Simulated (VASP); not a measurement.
Input:

```xyz
2
Lattice="0.0000 2.3892 2.3892 2.3892 0.0000 2.3892 2.3892 2.3892 0.0000" Properties=species:S:1:pos:R:3 pbc="T T T"
B      0.0000     0.0000     0.0000
As     1.1946     1.1946     1.1946
```

Computed with SCAN meta-GGA with spin-orbit coupling, VASP's PBE PAW potentials (set 64) (plane waves; VASP). Run with 520 eV cut-off, 9×9×9 Γ-centred mesh, Gaussian smearing of 0.050 eV, potentials B As.

Question: Give the energies of bands 3 to 15 at the high-symmetry points, in eV from the valence-band maximum.

Answer: 
```csv
band,Γ,X,U,L,W
3,-0.21,-8.98,-8.62,-9.17,-8.55
4,-0.21,-8.98,-8.55,-9.17,-8.48
5,0.00,-4.34,-6.22,-2.02,-5.78
6,0.00,-4.34,-6.13,-2.02,-5.64
7,0.00,-4.21,-3.67,-1.88,-5.40
8,0.00,-4.21,-3.66,-1.88,-5.38
9,3.38,1.59,2.25,2.93,5.58
10,3.38,1.59,2.26,2.93,5.59
11,3.58,1.66,5.89,5.04,6.43
12,3.58,1.66,5.93,5.04,6.43
13,3.58,12.02,9.75,5.12,7.05
14,3.58,12.02,9.77,5.12,7.08
15,5.09,12.16,10.31,9.43,7.37
```

The gap is indirect, 1.37 eV, from the valence maximum at Γ to the conduction minimum at Γ-X at 0.86.

The structure comes from a measured BAs entry (F-43m) of the Crystallography Open Database, whose conditions weren't checked. It was relaxed first.
